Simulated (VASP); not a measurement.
Runs of VASP 6.6.1 on KTaSe2. It takes space group P-3m1 (No. 164, trigonal). The conventional cell has a = 4.090 Å, b = 4.090 Å, c = 6.922 Å, α = 90.00°, β = 90.00°, γ = 120.00°. K (site symmetry -3m) is surrounded by 6 Se at 2.86 Å. Ta (site symmetry -3m) is surrounded by 6 Se at 3.00 Å. Around Se (site symmetry 3m) lie 3 K at 2.86 Å and 3 Ta at 3.00 Å. The cell was built by a generator and needn't be a form met in nature.

| task | level | cell | cutoff (eV) | smearing | gap on the mesh (eV) | pressure (GPa) | relaxed volume (Å³/atom) | largest force (eV/Å) |
| --- | --- | --- | --- | --- | --- | --- | --- | --- |
| electrostatic potential | AM05+D4 | as given | 520 | fermi-dirac 0.1 eV | none | (a) | - | 4.27 |
| relaxation of cell and atoms | PBE | relaxed | 600 | gaussian 0.05 eV | none | 0.0 | 23.78 | 0.01 |
| single point | PBE | as given | 520 | fermi-dirac 0.05 eV | none | -4.8 | - | (b) |
| relaxation of cell and atoms | RPBE | relaxed | 600 | gaussian 0.05 eV | none | 0.0 | 24.73 | - |

Alike in all rows: potentials or basis VASP PAW PBE potentials, release 64 (K_sv, Ta_pv, Se); no spin polarisation; k mesh 8 × 8 × 4.

Problem. Fill in the values left out.

Solution. (a) -8.2; (b) 4.25.

Caveats: the PAW data sets were made with another functional, which shifts forces and pressure a little (some runs); pairwise dispersion overbinds metals, which lowers pressure and volume (some runs); forces of over 1 eV/Å show positions far from the minimum, so gaps and moduli don't describe the material at rest (some runs).

A k mesh can miss the band edges, and the runs leave out spin-orbit coupling on Se, Ta.

A gap of «none» marks a metal or a gap under the smearing width.
